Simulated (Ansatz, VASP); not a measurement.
## One calculation of HfZrSe4, two programs

INCAR

```
  PREC = Accurate
  ENCUT = 520
  EDIFF = 1E-7
  ISMEAR = 0
  SIGMA = 0.1
  LREAL = F
  LASPH = T
  NELM = 80
  ALGO = Normal
  ISIF = 2
  LWAVE = F
  LCHARG = F
  GGA = PE
  NBANDS = 32
```

File KPOINTS:

```
regular mesh
0
Gamma
  4 4 4
```

File POSCAR:

```
HfZrSe4
1.0
    4.4060705700      0.0000000000      0.0000000000
    0.0000000000      4.4060705700      0.0000000000
    0.0000000000      0.0000000000      6.3785925700
Zr Hf Se
1 1 4
Direct
    0.5000000000      0.5000000000      0.5000000000
    0.0000000000      0.0000000000      0.0000000000
    0.5000000000      0.0000000000      0.7312811000
    0.0000000000      0.5000000000      0.2687189000
    0.5000000000      0.0000000000      0.2687189000
    0.0000000000      0.5000000000      0.7312811000
```

Input for Ansatz:

```yaml
crystal:
  lattice:
    - [4.40607057, 0.0, 0.0]
    - [0.0, 4.40607057, 0.0]
    - [0.0, 0.0, 6.37859257]
  atoms:
    - { symbol: Zr, position: [0.5, 0.5, 0.5] }
    - { symbol: Hf, position: [0.0, 0.0, 0.0] }
    - { symbol: Se, position: [0.5, 0.0, 0.7312811] }
    - { symbol: Se, position: [0.0, 0.5, 0.2687189] }
    - { symbol: Se, position: [0.5, 0.0, 0.2687189] }
    - { symbol: Se, position: [0.0, 0.5, 0.7312811] }
basis:
  ecutwfc: 420
kpoints:
  mp_grid: { grid: [4, 4, 4] }
hamiltonian:
  xc: pbe
scf:
  occupations: { method: gaussian, width: 0.1 }
  lower_state_search: "off"
output:
  forces: true
  stress: true
  eigenvalues: true
```

Change from the starting cell: species swapped into the NaErF4 type (P4/mmm, No. 123).

Alike in both runs: task single point; functional PBE; k mesh 4 × 4 × 4; occupations gaussian, width 0.1 eV; no spin polarisation.

```csv
,VASP,Ansatz
version,VASP 6.6.1,Ansatz 0.2.0
potentials or method,"VASP PAW PBE potentials, release 64 (Zr_sv, Hf_pv, Se)","scalar-relativistic, plane waves, PAW"
plane-wave cutoff (eV),520,420
valence electrons in the cell,46,102
```

```csv
,VASP,Ansatz,Ansatz less VASP
gap on the k mesh at the Fermi level (eV),none,none,-
pressure (GPa),16.7,16.8,+0.10
largest component of the traceless stress (GPa),1.97,1.94,-0.031
rms of the force components (eV/Å),0.943,0.924,-0.0184
```

Atom by atom the forces differ by 0.018 eV/Å (rms over components). A gap of «none» marks a metal or a gap that the smearing closes. The two sets of potentials don't hold the same shells in valence.

Caveats: so large a pressure means that the cell lies far from this level's equilibrium, or that cutoff or potentials fall short (VASP); forces of over 1 eV/Å show positions far from the minimum, so gaps and moduli don't describe the material at rest. The runs have no spin-orbit coupling, so splittings on Hf are missing.
